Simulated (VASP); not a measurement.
A convergence study with VASP on PbS (rock salt): one setting is varied, all else stays as given below, so the limit is that of these other settings.

```xyz
2
Lattice="0.0000 2.9700 2.9700 2.9700 0.0000 2.9700 2.9700 2.9700 0.0000" Properties=species:S:1:pos:R:3 pbc="T T T"
Pb     0.0000     0.0000     0.0000
S      2.9700     2.9700     2.9700
```

Method: LDA (Ceperley-Alder, Perdew-Zunger), VASP's LDA PAW potentials (set 64) (plane waves; VASP 6.6.1). The tightest run used: 550 eV cut-off, 17×17×17 Γ-centred mesh, Gaussian smearing of 0.050 eV, potentials Pb_d S.

Question: The settings run are 1×1×1 mesh; 2×2×2 mesh; 3×3×3 mesh; 4×4×4 mesh; 5×5×5 mesh; 6×6×6 mesh; 7×7×7 mesh; 8×8×8 mesh; 9×9×9 mesh; 10×10×10 mesh; 11×11×11 mesh; 12×12×12 mesh; 13×13×13 mesh; 14×14×14 mesh; 15×15×15 mesh; 16×16×16 mesh; 17×17×17 mesh. From which on does the energy per atom stay within 0.001 eV/atom of the tightest run?

Answer: From 8×8×8 mesh on: it is off by 0.0004 there and by no more than 0.001 in any finer run, while 7×7×7 mesh is off by 0.0016.
| setting | E (eV/atom) | pressure (GPa) | irreducible k-points | difference judged (eV/atom) |
|---|---|---|---|---|
| 1×1×1 mesh | -2.6979 | 17.52 | 1 | 2.2910 |
| 2×2×2 mesh | -4.2650 | 2.60 | 3 | 0.7239 |
| 3×3×3 mesh | -5.0519 | -3.86 | 4 | 0.0630 |
| 4×4×4 mesh | -4.9822 | -2.67 | 8 | 0.0067 |
| 5×5×5 mesh | -4.9967 | -2.98 | 10 | 0.0078 |
| 6×6×6 mesh | -4.9903 | -2.79 | 16 | 0.0014 |
| 7×7×7 mesh | -4.9904 | -2.83 | 20 | 0.0016 |
| 8×8×8 mesh | -4.9892 | -2.76 | 29 | 0.0004 |
| 9×9×9 mesh | -4.9893 | -2.78 | 35 | 0.0005 |
| 10×10×10 mesh | -4.9889 | -2.75 | 47 | 0.0001 |
| 11×11×11 mesh | -4.9890 | -2.77 | 56 | 0.0002 |
| 12×12×12 mesh | -4.9889 | -2.75 | 72 | 0.0000 |
| 13×13×13 mesh | -4.9889 | -2.76 | 84 | 0.0001 |
| 14×14×14 mesh | -4.9888 | -2.75 | 104 | 0.0000 |
| 15×15×15 mesh | -4.9889 | -2.75 | 120 | 0.0000 |
| 16×16×16 mesh | -4.9888 | -2.75 | 145 | 0.0000 |
| 17×17×17 mesh | -4.9889 | -2.75 | 165 | 0.0000 |

Left out are rungs that failed or repeat a setting and relaxations that didn't move; long series are thinned to 24 rows.

The compound is PbS in the rock salt structure. The cell was not relaxed at this level.
